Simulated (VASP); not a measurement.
Take SnTe (rock salt), against free atoms with fixed spin and no zero-point term, in VASP with PAW potentials, and its cohesive energy.

### Question
One run gives 3.48 eV/atom. Which level is it?
A. PBE-D3(BJ)
B. RPBE
C. PBE
D. r2SCAN

### Answer
A, PBE-D3(BJ).  The others give 3.03 (r2SCAN), 3.09 (PBE), 2.67 (RPBE).

Only levels that ran to the end are used. Left out are those held back, those with too coarse a band path, GW runs whose mesh misses a band edge, hybrids' fits of cells that aren't cubic and levels without matching references; a question may draw on a part of the rest.
